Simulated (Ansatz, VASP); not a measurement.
# AlB2P3 in VASP and in Ansatz

Contents of INCAR:

```
ALGO = Normal ; EDIFF = 1E-6
ENCUT = 520 ; GGA = PE
ISIF = 2 ; ISMEAR = 0
LASPH = True ; LCHARG = False
LREAL = False ; LWAVE = False
NBANDS = 36 ; NELM = 80
PREC = Accurate ; SIGMA = 0.1
```

Contents of KPOINTS:

```
k-points
0
Gamma
  3 3 4
```

The input POSCAR:

```
AlB2P3
1.0
    6.0563567000      0.0000000000      0.0000000000
   -3.0281783500      5.2449587600      0.0000000000
    0.0000000000      0.0000000000      5.7393133400
Al B P
2 4 6
Direct
    0.6666666700      0.3333333300      0.0000690000
    0.3333333300      0.6666666700      0.0000690000
    0.0000000000      0.0000000000      0.0000690000
    0.3333333300      0.0000000000      0.5000690000
    0.0000000000      0.3333333300      0.5000690000
    0.6666666700      0.6666666700      0.5000690000
    0.0000000000      0.0000000000      0.3749310100
    0.6666666700      0.3333333300      0.3749310100
    0.3333333300      0.6666666700      0.3749310100
    0.3333333300      0.0000000000      0.8749310100
    0.0000000000      0.3333333300      0.8749310100
    0.6666666700      0.6666666700      0.8749310100
```

Input for Ansatz:

```yaml
crystal:
  lattice:
    - [6.0563567, 0.0, 0.0]
    - [-3.02817835, 5.24495876, 0.0]
    - [0.0, 0.0, 5.73931334]
  atoms:
    - { symbol: Al, position: [0.66666667, 0.33333333, 6.9e-05] }
    - { symbol: Al, position: [0.33333333, 0.66666667, 6.9e-05] }
    - { symbol: B, position: [0.0, 0.0, 6.9e-05] }
    - { symbol: B, position: [0.33333333, 0.0, 0.500069] }
    - { symbol: B, position: [0.0, 0.33333333, 0.500069] }
    - { symbol: B, position: [0.66666667, 0.66666667, 0.500069] }
    - { symbol: P, position: [0.0, 0.0, 0.37493101] }
    - { symbol: P, position: [0.66666667, 0.33333333, 0.37493101] }
    - { symbol: P, position: [0.33333333, 0.66666667, 0.37493101] }
    - { symbol: P, position: [0.33333333, 0.0, 0.87493101] }
    - { symbol: P, position: [0.0, 0.33333333, 0.87493101] }
    - { symbol: P, position: [0.66666667, 0.66666667, 0.87493101] }
basis:
  ecutwfc: 420
kpoints:
  mp_grid: { grid: [3, 3, 4] }
hamiltonian:
  xc: pbe
scf:
  occupations: { method: gaussian, width: 0.1 }
  lower_state_search: "off"
output:
  forces: true
  stress: true
  eigenvalues: true
```

Alike in both runs: task single point; functional PBE; k mesh 3 × 3 × 4; occupations gaussian, width 0.1 eV; no spin polarisation.

|  | VASP | Ansatz |
| --- | --- | --- |
| version | VASP 6.6.1 | Ansatz 0.2.0 |
| potentials or method | VASP PAW PBE potentials, release 64 (Al, B, P) | scalar-relativistic, plane waves, PAW |
| plane-wave cutoff (eV) | 520 | 420 |
| valence electrons in the cell | 48 | 48 |

```csv
,VASP,Ansatz,Ansatz less VASP
gap on the k mesh at the Fermi level (eV),1.24,1.24,+0.002
least direct gap on the mesh (eV),1.62,1.63,+0.003
pressure (GPa),1.0,1.1,+0.14
largest component of the traceless stress (GPa),1.48,1.48,+0.003
rms of the force components (eV/Å),1.794,1.797,+0.0026
```

Atom by atom the forces differ by 0.003 eV/Å (rms over components).

Caveats: an odd mesh through Γ misses points on the zone boundary, where band edges often lie; forces of over 1 eV/Å show positions far from the minimum, so gaps and moduli don't describe the material at rest.
